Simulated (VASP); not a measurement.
# CuSn3 (P6_3/mmc) in VASP: equation of state, part 2 of 2

VASP 6.6.1.

## 4. Equation of state, PBE, 23.29 Å³/atom (volume scaled by 0.98)

INCAR

```
ALGO = Normal
EDIFF = 1E-7
ENCUT = 520
GGA = PE
ISIF = 2
ISMEAR = -1
LASPH = True
LCHARG = False
LREAL = False
LWAVE = False
NBANDS = 63
NELM = 60
PREC = Accurate
SIGMA = 0.05
```

KPOINTS

```
k-points
0
Gamma
  5 5 6
```

POSCAR

```
CuSn3
1.0
    6.5784338650      0.0000000000      0.0000000000
   -3.2892169325      5.6970908441      0.0000000000
    0.0000000000      0.0000000000      4.9712176725
Sn Cu
6 2
Direct
    0.1723395050      0.3446790100      0.2500000000
    0.1723395050      0.8276604950      0.2500000000
    0.6553209900      0.8276604950      0.2500000000
    0.8276604950      0.6553209900      0.7500000000
    0.8276604950      0.1723395050      0.7500000000
    0.3446790100      0.1723395050      0.7500000000
    0.3333333333      0.6666666667      0.7500000000
    0.6666666667      0.3333333333      0.2500000000
```

Potentials or basis: VASP PAW PBE potentials, release 64 (Sn_d, Cu).

Started as:

```bash
> cat potpaw_PBE.64/Sn_d/POTCAR potpaw_PBE.64/Cu/POTCAR > POTCAR
> mpirun -np 1 vasp_std > vasp.out
```

OUTCAR:

```text
EDIFF = 1E-7
   ENCUT = 520
   GGA = PE
   ISIF = 2
   ISMEAR = -1
   LASPH = True
   LREAL = False
   NELM = 60
   PREC = Accurate

 Found     20 irreducible k-points:

 Following reciprocal coordinates:
            Coordinates               Weight
  0.000000  0.000000  0.000000      1.000000
  0.200000 -0.000000  0.000000      6.000000
  0.400000 -0.000000  0.000000      6.000000
  0.200000  0.200000  0.000000      6.000000
  0.400000  0.200000  0.000000      6.000000
  0.000000  0.000000  0.166667      2.000000
   k-points           NKPTS =     20   k-points in BZ     NKDIM =     20   number of bands    NBANDS=     63
   number of dos      NEDOS =    301   number of ions     NIONS =      8
   total plane-waves  NPLWV = 100000
   dimension x,y,z NGX =    50 NGY =   50 NGZ =   40
   dimension x,y,z NGXF=   100 NGYF=  100 NGZF=   80
   ions per type =               6   2
   NGX,Y,Z   is equivalent  to a cutoff of  12.64, 12.64, 13.38 a.u.
   NGXF,Y,Z  is equivalent  to a cutoff of  25.27, 25.27, 26.75 a.u.
 SYSTEM =  unknown system
   PREC   = accura    normal or accurate (medium, high low for compatibility)
   ISTART =      0    job   : 0-new  1-cont  2-samecut
   ICHARG =      2    charge: 1-file 2-atom 10-const
   ISPIN  =      1    spin polarized calculation?
[... 58 lines left out ...]
 fundamental gap:      0.0794192223
 Fermi energy:         8.1193488767

 k-point     1 :       0.0000    0.0000    0.0000
  band No.  band energies     occupation
      1     -13.5548      2.00000
      2     -13.5443      2.00000
      3     -13.5443      2.00000
      4     -13.5187      2.00000
      5     -13.5014      2.00000
      6     -13.4760      2.00000
[... 385 lines left out ...]
     62      12.3878      0.00000
     63      12.3879      0.00000

 [... further k-points ...]
[... 5 lines left out ...]
  --------------------------------------------------------------------------------------
  -------------------------------------------------------------------------------------
  Total        1.6854935      1.6854935      1.4657609      0.0000000     -0.0000000      0.0000000
  in kB       14.4943661     14.4943661     12.6047806      0.0000000     -0.0000000      0.0000000
  external PRESSURE =      13.8645043 kB  Pullay stress =       0.0000000 kB

 VOLUME and BASIS-vectors are now :
 -----------------------------------------------------------------------------
  energy-cutoff  :      520.00
  volume of cell :      186.31
      direct lattice vectors                 reciprocal lattice vectors
     6.578433865  0.000000000  0.000000000     0.152011865  0.087764091  0.000000000
    -3.289216933  5.697090844  0.000000000     0.000000000  0.175528182  0.000000000
     0.000000000  0.000000000  4.971217672     0.000000000  0.000000000  0.201157959

 POSITION                                       TOTAL-FORCE (eV/Angst)
 -----------------------------------------------------------------------------------
     -0.00000      1.96367      1.24280         0.000000      0.239493     -0.000000
     -1.58863      4.71526      1.24280         0.207407     -0.119746     -0.000000
      1.58863      4.71526      1.24280        -0.207407     -0.119746      0.000000
      3.28922      3.73342      3.72841         0.000000     -0.239493      0.000000
      4.87785      0.98183      3.72841        -0.207407      0.119746      0.000000
      1.70059      0.98183      3.72841         0.207407      0.119746      0.000000
     -0.00000      3.79806      3.72841         0.000000     -0.000000      0.000000
      3.28922      1.89903      1.24280         0.000000     -0.000000      0.000000
 -----------------------------------------------------------------------------------
    total drift:                               -0.000000      0.000000     -0.000000

  FREE ENERGIE OF THE ION-ELECTRON SYSTEM (eV)
  ---------------------------------------------------
  free  energy   TOTEN  =       -28.7405853717 eV

  energy  without entropy=      -28.7120804342  energy(sigma->0) =      -28.72633290
```

OSZICAR:

```text
N       E                     dE             d eps       ncg     rms          rms(c)
DAV:   1     0.126516506485E+04    0.12652E+04   -0.49531E+04  2563   0.275E+03
DAV:   2     0.211870354219E+03   -0.10533E+04   -0.10346E+04  2520   0.753E+02
DAV:   3    -0.117024915328E+02   -0.22357E+03   -0.21730E+03  2571   0.274E+02
DAV:   4    -0.297656107903E+02   -0.18063E+02   -0.17251E+02  3097   0.807E+01
DAV:   5    -0.306025749320E+02   -0.83696E+00   -0.83179E+00  3650   0.199E+01    0.143E+01
DAV:   6    -0.340861215194E+02   -0.34835E+01   -0.66880E+01  3479   0.886E+01    0.132E+01
DAV:   7    -0.290746331852E+02    0.50115E+01   -0.15729E+01  3030   0.459E+01    0.476E+00
DAV:   8    -0.287194446445E+02    0.35519E+00   -0.37511E+00  3426   0.193E+01    0.178E+00
DAV:   9    -0.287507946227E+02   -0.31350E-01   -0.46791E-01  2786   0.259E+00    0.865E-01
DAV:  10    -0.287405224426E+02    0.10272E-01   -0.48017E-02  3304   0.263E+00    0.373E-01
DAV:  11    -0.287411586669E+02   -0.63622E-03   -0.60919E-03  3158   0.458E-01    0.238E-01
DAV:  12    -0.287405559813E+02    0.60269E-03   -0.23893E-03  3225   0.662E-01    0.429E-02
DAV:  13    -0.287405878438E+02   -0.31862E-04   -0.38107E-04  3789   0.159E-01    0.179E-02
DAV:  14    -0.287405850360E+02    0.28078E-05   -0.39409E-05  3490   0.739E-02    0.565E-03
DAV:  15    -0.287405857925E+02   -0.75644E-06   -0.59409E-06  2695   0.120E-02    0.284E-03
DAV:  16    -0.287405854499E+02    0.34258E-06   -0.78340E-07  2566   0.860E-03    0.555E-04
DAV:  17    -0.287405853717E+02    0.78220E-07   -0.77911E-08  1643   0.280E-03
   1 F= -.28740585E+02 E0= -.28726333E+02  d E =-.285049E-01
```

stdout:

```text
POSCAR found type information on POSCAR SnCu
 POSCAR found :  2 types and       8 ions
 scaLAPACK will be used
 LDA part: xc-table for (Slater+PW92), standard interpolation
 POSCAR, INCAR and KPOINTS ok, starting setup
 FFT: planning ... GRIDC
 FFT: planning ... GRID_SOFT
 FFT: planning ... GRID
 WAVECAR not read
 entering main loop
```

It took 2.7 min on 1 thread of Intel Xeon 6975P-C (Granite Rapids), shared host; peak memory 0.39 GiB.

Results:

```
Free energy            : -28.7406 eV
Pressure               : 1.4 GPa
Largest force          : 0.239 eV/Å
Band gap on the k mesh : none (metal or under the smearing width)
```

## 5. Equation of state, PBE, 24.24 Å³/atom (volume scaled by 1.02)

Changes to INCAR since step 4:

```diff
@@ -11,3 +11,3 @@
 NBANDS = 63
-NELM = 60
+NELM = 100
 PREC = Accurate
```

KPOINTS is that of step 4.

Changes to POSCAR since step 4:

```diff
@@ -2,5 +2,5 @@
 1.0
-    6.5784338650      0.0000000000      0.0000000000
-   -3.2892169325      5.6970908441      0.0000000000
-    0.0000000000      0.0000000000      4.9712176725
+    6.6667455286      0.0000000000      0.0000000000
+   -3.3333727643      5.7735709883      0.0000000000
+    0.0000000000      0.0000000000      5.0379533898
 Sn Cu
```

Started as:

```bash
> cat potpaw_PBE.64/Sn_d/POTCAR potpaw_PBE.64/Cu/POTCAR > POTCAR
> mpirun -np 1 vasp_std > vasp.out
```

It took 2.9 min on 1 thread of Intel Xeon 6975P-C (Granite Rapids), shared host; peak memory 0.4 GiB.

The run converged. Its results:

```yaml
Free_energy: -28.7546 eV
Pressure: -0.8 GPa
Largest_force: 0.238 eV/Å
Band_gap_on_the_k_mesh: none (metal or under the smearing width)
```

## 6. Equation of state, PBE, 24.71 Å³/atom (volume scaled by 1.04)

INCAR

```
SYSTEM = CuSn3
PREC = Accurate
ENCUT = 520
EDIFF = 1E-7
ISMEAR = -1
SIGMA = 0.05
LREAL = .False.
LASPH = .True.
NELM = 100
ALGO = Normal
ISIF = 2
LWAVE = .False.
LCHARG = .False.
GGA = PE
NBANDS = 63
```

KPOINTS

```
Automatic mesh
0
Gamma
  5 5 6
  0 0 0
```

Changes to POSCAR since step 5:

```diff
@@ -2,5 +2,5 @@
 1.0
-    6.6667455286      0.0000000000      0.0000000000
-   -3.3333727643      5.7735709883      0.0000000000
-    0.0000000000      0.0000000000      5.0379533898
+    6.7100372970      0.0000000000      0.0000000000
+   -3.3550186485      5.8110627595      0.0000000000
+    0.0000000000      0.0000000000      5.0706682895
 Sn Cu
```

Potentials or basis: VASP PAW PBE potentials, release 64 (Sn_d, Cu).

Started as:

```bash
> cat potpaw_PBE.64/Sn_d/POTCAR potpaw_PBE.64/Cu/POTCAR > POTCAR
> mpirun -np 1 vasp_std > vasp.out
```

Wall time 2.4 min (1 thread of Intel Xeon 6975P-C (Granite Rapids), shared host); peak memory 0.4 GiB.

Results (log left out):

```
Free energy            : -28.7245 eV
Pressure               : -1.8 GPa
Largest force          : 0.237 eV/Å
Band gap on the k mesh : none (metal or under the smearing width)
```

## 7. Equation of state, PBE, 25.19 Å³/atom (volume scaled by 1.06)

INCAR

```
SYSTEM = CuSn3
  PREC = Accurate
  ENCUT = 520
  EDIFF = 1E-7
  ISMEAR = -1
  SIGMA = 0.05
  LREAL = .FALSE.
  LASPH = .TRUE.
  NELM = 80
  ALGO = Normal
  ISIF = 2
  LWAVE = .FALSE.
  LCHARG = .FALSE.
  GGA = PE
  NBANDS = 63
```

KPOINTS

```
regular mesh
0
G
  5 5 6
  0 0 0
```

Changes to POSCAR since step 6:

```diff
@@ -2,5 +2,5 @@
 1.0
-    6.7100372970      0.0000000000      0.0000000000
-   -3.3550186485      5.8110627595      0.0000000000
-    0.0000000000      0.0000000000      5.0706682895
+    6.7527775404      0.0000000000      0.0000000000
+   -3.3763887702      5.8480768960      0.0000000000
+    0.0000000000      0.0000000000      5.1029664106
 Sn Cu
```

Started as:

```bash
> cat potpaw_PBE.64/Sn_d/POTCAR potpaw_PBE.64/Cu/POTCAR > POTCAR
> mpirun -np 1 vasp_std > vasp.out
```

It took 2.6 min on 1 thread of Intel Xeon 6975P-C (Granite Rapids), shared host; peak memory 0.41 GiB.

The run converged. Its results:

```yaml
Free_energy: -28.6732 eV
Pressure: -2.6 GPa
Largest_force: 0.236 eV/Å
Band_gap_on_the_k_mesh: none (metal or under the smearing width)
```

## 8. Equation of state, PBE

Potentials or basis: VASP PAW PBE potentials, release 64 (Sn_d, Cu).

This step only gathers the single runs of the series.

Results:

* Equilibrium volume: 23.88 Å³/atom
* Bulk modulus at fixed shape and positions: 55 GPa
* Pressure derivative of the bulk modulus: 4.8

Energy against volume, from the lowest point:
```tsv
volume (Å³/atom)	energy (meV/atom)
22.338	19.33
22.814	8.84
23.289	2.55
23.764	0.00
24.239	0.80
24.715	4.56
25.190	10.97
```

Caveat: the cell was scaled at fixed shape and fractional positions, which overstates the stiffness of a crystal with free parameters, most of all of layers and chains.
